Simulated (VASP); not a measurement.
An input for Quantum ESPRESSO's pw.x (written as the equivalent of a VASP run, and not itself run):

```
&CONTROL
  calculation = 'scf'
  pseudo_dir = './pseudo'
  outdir = './out'
  tprnfor = .true.
  tstress = .true.
/
&SYSTEM
  ibrav = 0
  nat = 2
  ntyp = 2
  ecutwfc = 86
  occupations = 'smearing'
  smearing = 'gaussian'
  degauss = 0.003675
  input_dft = 'pw91'
/
&ELECTRONS
  conv_thr = 7.3e-09
  electron_maxstep = 100
/
ATOMIC_SPECIES
  Mg 24.305 Mg.upf
  Se 78.971 Se.upf
CELL_PARAMETERS angstrom
     0.0000000    2.7523214    2.7523214
     2.7523214    0.0000000    2.7523214
     2.7523214    2.7523214    0.0000000
ATOMIC_POSITIONS crystal
  Mg   0.0000000  0.0000000  0.0000000
  Se   0.5000000  0.5000000  0.5000000
K_POINTS automatic
  8 8 8 0 0 0
```

**Question.** Write the VASP files for the same calculation (PW91).

**Answer.** This is not unique; one that fits is 
**KPOINTS**
```
Automatic
0
Gamma
 8 8 8
```

POSCAR:
```
MgSe
1
    0.0000000000     2.7523214122     2.7523214122
    2.7523214122     0.0000000000     2.7523214122
    2.7523214122     2.7523214122     0.0000000000
Mg Se
1 1
Direct
  0.0000000000   0.0000000000   0.0000000000
  0.5000000000   0.5000000000   0.5000000000
```

### INCAR
```
# general
SYSTEM =MgSe
PREC   =Accurate
ENCUT  =520   # plane-wave cut-off (eV)
LREAL  =.False.   # projection in real space or not
LASPH  =.True.   # aspherical one-centre terms

# electronic loop
EDIFF  =1E-7
NELM   =100   # most electronic steps
ALGO   =Normal
LMAXMIX=4

# smearing
ISMEAR =0   # Gaussian
SIGMA  =0.05   # width (eV)

# functional
GGA    =91   # PW91

# ions
ISIF   =2   # forces and stress, cell fixed

# output
LWAVE  =.False.
LCHARG =.False.
```

POTCAR, in this order: Mg Se (PBE.64 set). Program: vasp_std.

Limits of the translation: the potentials are each code's own (VASP's PAW set, PseudoDojo norm-conserving files in pw.x), so ENCUT and ecutwfc are chosen apart and not converted; conv_thr bounds pw.x's estimated SCF error, while EDIFF bounds the energy change between steps.

The compound is MgSe in the rock salt structure. It was relaxed first.
